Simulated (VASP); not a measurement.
A convergence study with VASP on SnSe2 (1T layered): one setting is varied, all else stays as given below, so the limit is that of these other settings.

```yaml
crystal:
  lattice:
    - [1.90500, -3.29956, 0.00000]
    - [1.90500, 3.29956, 0.00000]
    - [0.00000, 0.00000, 6.14000]
  atoms:
    - { symbol: Sn, position: [0.00000, 0.00000, 0.00000] }
    - { symbol: Se, position: [0.33333, 0.66667, 0.25000] }
    - { symbol: Se, position: [0.66667, 0.33333, 0.75000] }
```

All values below come from PBE GGA, VASP's PBE PAW potentials (set 64) (plane waves; VASP 6.6.1). The tightest run used: 550 eV cut-off, 16×16×8 Γ-centred mesh, tetrahedra with Blöchl corrections, potentials Sn_d Se.

**Question.** The settings run are 3×3×2 mesh; 4×4×2 mesh; 5×5×2 mesh; 6×6×3 mesh; 7×7×4 mesh; 8×8×4 mesh; 9×9×4 mesh; 10×10×5 mesh; 11×11×6 mesh; 12×12×6 mesh; 13×13×6 mesh; 14×14×7 mesh; 15×15×8 mesh; 16×16×8 mesh. From which on does the energy per atom stay within 0.005 eV/atom of the tightest run?

**Answer.** From 7×7×4 mesh on: it is off by 0.0015 there and by no more than 0.005 in any finer run, while 6×6×3 mesh is off by 0.0058.
| setting | E (eV/atom) | pressure (GPa) | largest force (eV/Å) | irreducible k-points | difference judged (eV/atom) |
|---|---|---|---|---|---|
| 3×3×2 mesh | -3.7871 | 6.63 | 0.629 | 6 | 0.1323 |
| 4×4×2 mesh | -3.8879 | 5.70 | 0.686 | 8 | 0.0314 |
| 5×5×2 mesh | -3.9116 | 5.44 | 0.715 | 10 | 0.0078 |
| 6×6×3 mesh | -3.9136 | 5.42 | 0.701 | 17 | 0.0058 |
| 7×7×4 mesh | -3.9179 | 5.37 | 0.729 | 28 | 0.0015 |
| 8×8×4 mesh | -3.9188 | 5.36 | 0.733 | 35 | 0.0006 |
| 9×9×4 mesh | -3.9191 | 5.36 | 0.734 | 43 | 0.0003 |
| 10×10×5 mesh | -3.9193 | 5.36 | 0.733 | 58 | 0.0001 |
| 11×11×6 mesh | -3.9193 | 5.36 | 0.733 | 84 | 0.0001 |
| 12×12×6 mesh | -3.9193 | 5.36 | 0.734 | 100 | 0.0000 |
| 13×13×6 mesh | -3.9194 | 5.36 | 0.734 | 112 | 0.0000 |
| 14×14×7 mesh | -3.9194 | 5.36 | 0.734 | 144 | 0.0000 |
| 15×15×8 mesh | -3.9194 | 5.36 | 0.734 | 192 | 0.0000 |
| 16×16×8 mesh | -3.9194 | 5.36 | 0.734 | 213 | 0.0000 |

Left out are rungs that failed or repeat a setting and relaxations that didn't move; long series are thinned to 24 rows.

The compound is SnSe2 in the 1T layered structure. The cell was not relaxed at this level, forces remain on its atoms.
